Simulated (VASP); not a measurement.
NiMoIrPdW:

```
CELL_PARAMETERS angstrom
3.65842 0.00000 0.00000
-1.82921 3.16828 0.00000
0.00000 0.00000 7.11887
ATOMIC_POSITIONS crystal
Ni 0.00000 0.00000 0.50000
Mo 0.33333 0.66667 0.50000
Pd 0.33333 0.66667 0.00000
Ir 0.66667 0.33333 0.00000
W 0.66667 0.33333 0.50000
```

The cell was built by a generator and needn't be a form met in nature.

- Program: VASP 6.6.1
- Task: relaxation of cell and atoms
- Functional: PBE
- Potentials or basis: VASP PAW PBE potentials, release 64 (Ni, Mo_sv, Pd, Ir, W_sv)
- Cutoff: 520 eV
- k mesh: 5 × 5 × 3
- Occupations: gaussian, width 0.15 eV
- Spin: collinear spin, ferromagnetic start
- Starting moments: [1.0, 1.0, 0.0, 0.6, 0.0] μB

At the start: pressure 116.5 GPa; volume 16.50 Å³/atom.

Task: How do energy, volume and symmetry change on relaxing?

Result: Over 24 steps the energy falls by 3603.0 meV/atom and the volume is 17.67 Å³/atom (+7.0 %); space group P-6m2 (No. 187, to 0.05 Å); moment 0.00 μB per cell.

The path:
| step | energy change (eV) | largest force (eV/Å) | pressure (GPa) | volume (Å³) |
| --- | --- | --- | --- | --- |
| 1 | 0.0000 | 0.0000 | 116.54 | 82.51 |
| 2 | 17.8292 | 0.0000 | -45.83 | 278.71 |
| 3 | 149.4316 | 0.0000 | -23.90 | 155.67 |
| 4 | -11.3307 | 0.0000 | 7.56 | 138.26 |
| 5 | -11.2063 | 0.0000 | -21.73 | 141.59 |
| 6 | -11.4981 | 0.0000 | -21.48 | 139.51 |
| 7 | 64.3152 | 0.0000 | 77.95 | 83.57 |
| 8 | -13.3544 | 0.0000 | 22.16 | 120.18 |
| 9 | -12.8823 | 0.0000 | -20.22 | 129.16 |
| 10 | -13.4167 | 0.0000 | -17.97 | 124.72 |
| 11 | -13.6817 | 0.0000 | -18.13 | 122.43 |
| 12 | -13.8164 | 0.0000 | -17.40 | 121.30 |
| 13 | -13.8774 | 0.0000 | -17.26 | 120.74 |
| 14 | -16.1164 | 0.0000 | -2.29 | 97.24 |
| 15 | -16.3054 | 0.0000 | 0.57 | 93.41 |
| 16 | -16.3159 | 0.0000 | 13.31 | 86.04 |
| 17 | -16.3737 | 0.0000 | 6.45 | 89.85 |
| 18 | -17.5145 | 0.0000 | 8.10 | 84.95 |
| 19 | -17.6786 | 0.0000 | 15.36 | 82.04 |
| 20 | -18.0098 | 0.0000 | -1.61 | 89.29 |
| 21 | -18.0126 | 0.0000 | -1.28 | 88.63 |
| 22 | -18.0118 | 0.0000 | -0.33 | 88.30 |
| 23 | -18.0123 | 0.0000 | 0.12 | 88.43 |
| 24 | -18.0149 | 0.0000 | 0.12 | 88.33 |

Final structure:
```
Ni Mo Pd Ir W
1.0
     4.51515    0.00000    0.00000
    -2.25758    3.91024    0.00000
     0.00000    0.00000    5.00300
Ni Mo Pd Ir W
1 1 1 1 1
Direct
  0.00000 0.00000 0.50000
  0.33333 0.66667 0.50000
  0.33333 0.66667 0.00000
  0.66667 0.33333 0.00000
  0.66667 0.33333 0.50000
```

Caveat: the k mesh is coarse (spacing up to 0.40 Å⁻¹), so the values aren't converged.
